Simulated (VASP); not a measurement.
Output of a VASP run:

**OUTCAR**
```
 ion  position               nearest neighbor table
   1  0.000  0.000  0.000-
   2  0.500  0.500  0.500-   3 2.94   4 2.94   5 2.94   5 2.94   3 2.94   4 2.94
   3  0.500  0.000  0.500-   2 2.94   2 2.94
   4  0.000  0.500  0.500-   2 2.94   2 2.94
   5  0.500  0.500  0.000-   2 2.94   2 2.94
  LATTYP: Found a simple cubic cell.
 ALAT       =     5.8750823239
 Subroutine PRICEL returns:
 Original cell was already a primitive cell.
 Subroutine GETGRP returns: Found 48 space group operations
The static configuration has the point symmetry O_h .
The dynamic configuration has the point symmetry O_h .
 Subroutine INISYM returns: Found 48 space group operations
 Subroutine IBZKPT returns following result:
 Found     10 irreducible k-points:

 Following reciprocal coordinates:
            Coordinates               Weight
  0.000000  0.000000  0.000000      1.000000
  0.250000  0.000000  0.000000      6.000000
  0.500000  0.000000  0.000000      3.000000
  0.250000  0.250000  0.000000     12.000000
  0.500000  0.250000  0.000000     12.000000
  0.500000  0.500000  0.000000      3.000000
  0.250000  0.250000  0.250000      8.000000
  0.500000  0.250000  0.250000     12.000000
  0.500000  0.500000  0.250000      6.000000
  0.500000  0.500000  0.500000      1.000000
   k-points           NKPTS =     10   k-points in BZ     NKDIM =     10   number of bands    NBANDS=     26
   number of dos      NEDOS =    301   number of ions     NIONS =      5
   total plane-waves  NPLWV = 110592
   dimension x,y,z NGX =    48 NGY =   48 NGZ =   48
   dimension x,y,z NGXF=    96 NGYF=   96 NGZF=   96
   ions per type =               1   1   3
   PREC   = accura    normal or accurate (medium, high low for compatibility)
   ISTART =      0    job   : 0-new  1-cont  2-samecut
   ICHARG =      2    charge: 1-file 2-atom 10-const
   ISPIN  =      1    spin polarized calculation?
   LNONCOLLINEAR =      F non collinear calculations
   LSORBIT =      F    spin-orbit coupling
   INIWAV =      1    electr: 0-lowe 1-rand  2-diag
   ENCUT  =  520.0 eV  38.22 Ry    6.18 a.u.  10.92 10.92 10.92*2*pi/ulx,y,z
   NELM   =    100;   NELMIN=  2; NELMDL= -5     # of ELM steps
   EDIFF  = 0.1E-06   stopping-criterion for ELM
   LREAL  =      F    real-space projection
   NLSPLINE    = F    spline interpolate recip. space projectors
   LMAXMIX     =    4 max onsite mixed and CHGCAR
   VOSKOWN=      0    Vosko Wilk Nusair interpolation
   EDIFFG = 0.1E-05   stopping-criterion for IOM
   NSW    =      0    number of steps for IOM
   NBLOCK =      1;   KBLOCK =      1    inner block; outer block
   IBRION =     -1    ionic relax: 0-MD 1-quasi-New 2-CG
   NFREE  =      0    steps in history (QN), initial steepest desc. (CG)
   ISIF   =      2    stress and relaxation
   ISYM   =      2    0-nonsym 1-usesym 2-fastsym
   TEIN   =    0.0    initial temperature
   TEBEG  =    0.0;   TEEND  =   0.0 temperature during run
   SMASS  =  -3.00    Nose mass-parameter (am)
   PSTRESS=    0.0 pullay stress
   NELECT =      44.0000    total number of electrons
   EFERMI =   0.00;   METHOD = LEGACY
   ISMEAR =     0;   SIGMA  =   0.05  broadening in eV -4-tet -1-fermi 0-gaus
   IALGO  =     38    algorithm
   LDIAG  =      T    sub-space diagonalisation (order eigenvalues)
   IMIX   =      4    mixing-type and parameters
     AMIX     =   0.40;   BMIX     =  1.00
     AMIX_MAG =   1.60;   BMIX_MAG =  1.00
     AMIN     =   0.10
   GGA     = PS    functional components
   VOSKOWN =     0    Vosko Wilk Nusair interpolation
   LHFCALC =     F    Hartree Fock is set to
   LHFONE  =     F    Hartree Fock one center treatment
   AEXX    =    0.0000 exact exchange contribution
   IVDW    =     0    specifies the selected vdW correction
   LEPSILON=     F    determine dielectric tensor
   LRPA    =     F    only Hartree local field effects (RPA)
  energy-cutoff  :      520.00
  volume of cell :      202.79
      direct lattice vectors                 reciprocal lattice vectors
...
```

OSZICAR:
```
       N       E                     dE             d eps       ncg     rms          rms(c)
DAV:   1     0.404304447055E+03    0.40430E+03   -0.18820E+04   520   0.151E+03
DAV:   2     0.303584927795E+02   -0.37395E+03   -0.36690E+03   636   0.338E+02
DAV:   3    -0.153188700603E+02   -0.45677E+02   -0.45258E+02   618   0.126E+02
DAV:   4    -0.172526372014E+02   -0.19338E+01   -0.19283E+01   672   0.340E+01
DAV:   5    -0.172965184653E+02   -0.43881E-01   -0.43819E-01   658   0.420E+00    0.438E+00
DAV:   6    -0.168110680732E+02    0.48545E+00   -0.93629E-01   754   0.101E+01    0.253E+00
DAV:   7    -0.167678082109E+02    0.43260E-01   -0.46058E-01   756   0.411E+00    0.897E-01
DAV:   8    -0.167735946972E+02   -0.57865E-02   -0.54979E-02   696   0.204E+00    0.190E-01
DAV:   9    -0.167740030674E+02   -0.40837E-03   -0.87011E-03   710   0.737E-01    0.942E-02
DAV:  10    -0.167742028328E+02   -0.19977E-03   -0.77314E-04   654   0.184E-01    0.341E-02
DAV:  11    -0.167742859620E+02   -0.83129E-04   -0.17130E-04   608   0.935E-02    0.109E-02
DAV:  12    -0.167742887591E+02   -0.27971E-05   -0.19833E-05   772   0.435E-02    0.579E-03
DAV:  13    -0.167742887512E+02    0.78676E-08   -0.29553E-06   714   0.160E-02    0.236E-03
DAV:  14    -0.167742889789E+02   -0.22774E-06   -0.53652E-07   628   0.652E-03    0.115E-03
DAV:  15    -0.167742889585E+02    0.20483E-07   -0.78666E-08   354   0.332E-03
   1 F= -.16774289E+02 E0= -.16774289E+02  d E =-.225410E-11
```

File OUTCAR:
```
------------------------ aborting loop because EDIFF is reached ----------------------------------------
  FORCE on cell =-STRESS in cart. coord.  units (eV):
  Direction    XX          YY          ZZ          XY          YZ          ZX
  --------------------------------------------------------------------------------------
  Total        0.0926367      0.0926367      0.0926367      0.0000000      0.0000000     -0.0000000
  in kB        0.7319000      0.7319000      0.7319000      0.0000000      0.0000000     -0.0000000
  external PRESSURE =       0.7319000 kB  Pullay stress =       0.0000000 kB
  volume of cell :      202.79
      direct lattice vectors                 reciprocal lattice vectors
     5.875082324  0.000000000  0.000000000     0.170210381  0.000000000  0.000000000
     0.000000000  5.875082324  0.000000000     0.000000000  0.170210381  0.000000000
     0.000000000  0.000000000  5.875082324     0.000000000  0.000000000  0.170210381
 POSITION                                       TOTAL-FORCE (eV/Angst)
 -----------------------------------------------------------------------------------
      0.00000      0.00000      0.00000         0.000000      0.000000      0.000000
      2.93754      2.93754      2.93754         0.000000      0.000000      0.000000
      2.93754      0.00000      2.93754         0.000000      0.000000      0.000000
      0.00000      2.93754      2.93754         0.000000      0.000000      0.000000
      2.93754      2.93754      0.00000         0.000000      0.000000      0.000000
 -----------------------------------------------------------------------------------
    total drift:                                0.000000     -0.000000     -0.000000
  FREE ENERGIE OF THE ION-ELECTRON SYSTEM (eV)
  ---------------------------------------------------
  free  energy   TOTEN  =       -16.7742889585 eV

  energy  without entropy=      -16.7742889585  energy(sigma->0) =      -16.77428896
```
(Selected blocks of OUTCAR.)

POSCAR:
```
CsPbBr3
1
    5.8750823239     0.0000000000     0.0000000000
    0.0000000000     5.8750823239     0.0000000000
    0.0000000000     0.0000000000     5.8750823239
Cs Pb Br
1 1 3
Direct
  0.0000000000   0.0000000000   0.0000000000
  0.5000000000   0.5000000000   0.5000000000
  0.5000000000   0.0000000000   0.5000000000
  0.0000000000   0.5000000000   0.5000000000
  0.5000000000   0.5000000000   0.0000000000
```

Task: Reconstruct the remaining input files.

Result: One answer among several that fit: the input of the run itself, PBEsol GGA, plane waves, VASP's PBE PAW potentials (set 64).

INCAR:
```
SYSTEM = CsPbBr3
PREC = Accurate
ENCUT = 520
EDIFF = 1E-7
NELM = 100
ALGO = Normal
LREAL = .FALSE.
LASPH = .TRUE.
ISMEAR = 0
SIGMA = 0.05
GGA = PS
LMAXMIX = 4
LWAVE = .FALSE.
LCHARG = .FALSE.
ISIF = 2
```

File KPOINTS:
```
Automatic mesh
0
gamma
  4 4 4
```

POTCAR, in this order: Cs_sv Pb_d Br (PBE.64 set). Program: vasp_std.

The compound is CsPbBr3 in the cubic perovskite structure, the ideal cubic form; the compound distorts at low or room temperature. It was relaxed first.
